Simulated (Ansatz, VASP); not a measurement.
**One calculation of AlC6, two programs**

Contents of INCAR:

```
SYSTEM = AlC6
PREC = Accurate ; ENCUT = 520
EDIFF = 1E-7 ; ISMEAR = 0
SIGMA = 0.1 ; LREAL = .FALSE.
LASPH = .TRUE. ; NELM = 100
ALGO = Normal ; ISIF = 2
LWAVE = .FALSE. ; LCHARG = .FALSE.
GGA = PE ; IVDW = 12
NBANDS = 22
```

Contents of KPOINTS:

```
Automatic mesh
0
G
  6 6 6
  0 0 0
```

Contents of POSCAR:

```
AlC6
1.0
    4.2539479900      0.0000000000      0.0000000000
   -2.1269739900      3.6840270200      0.0000000000
    0.0000000000      0.0000000000      3.0161068800
Al C
1 6
Direct
    0.0000000000      0.0000000000      0.5000000000
    0.6666666700      0.0000000000      0.0000000000
    0.3333333300      0.3333333300      0.0000000000
    0.0000000000      0.6666666700      0.0000000000
    0.3333333300      0.0000000000      0.0000000000
    0.0000000000      0.3333333300      0.0000000000
    0.6666666700      0.6666666700      0.0000000000
```

Input for Ansatz:

```yaml
crystal:
  lattice:
    - [4.25394799, 0.0, 0.0]
    - [-2.12697399, 3.68402702, 0.0]
    - [0.0, 0.0, 3.01610688]
  atoms:
    - { symbol: Al, position: [0.0, 0.0, 0.5] }
    - { symbol: C, position: [0.66666667, 0.0, 0.0] }
    - { symbol: C, position: [0.33333333, 0.33333333, 0.0] }
    - { symbol: C, position: [0.0, 0.66666667, 0.0] }
    - { symbol: C, position: [0.33333333, 0.0, 0.0] }
    - { symbol: C, position: [0.0, 0.33333333, 0.0] }
    - { symbol: C, position: [0.66666667, 0.66666667, 0.0] }
basis:
  ecutwfc: 420
kpoints:
  mp_grid: { grid: [6, 6, 6] }
hamiltonian:
  xc: pbe
  dispersion: d3bj
scf:
  occupations: { method: gaussian, width: 0.1 }
  lower_state_search: "off"
output:
  forces: true
  stress: true
  eigenvalues: true
```

Alike in both runs: task single point; functional PBE; dispersion D3(BJ); k mesh 6 × 6 × 6; occupations gaussian, width 0.1 eV; no spin polarisation.

```csv
,VASP,Ansatz
version,VASP 6.6.1,Ansatz 0.2.0
potentials or method,"VASP PAW PBE potentials, release 64 (Al, C)","scalar-relativistic, plane waves, PAW"
plane-wave cutoff (eV),520,420
valence electrons in the cell,27,27
```

|  | VASP | Ansatz | Ansatz less VASP |
| --- | --- | --- | --- |
| gap on the k mesh at the Fermi level (eV) | none | none | - |
| rms of the force components (eV/Å) | 1.084 | 1.067 | -0.0169 |

Atom by atom the forces differ by 0.017 eV/Å (rms over components). A gap of «none» marks a metal or a gap that the smearing closes.

Caveats: forces of over 1 eV/Å show positions far from the minimum, so gaps and moduli don't describe the material at rest.
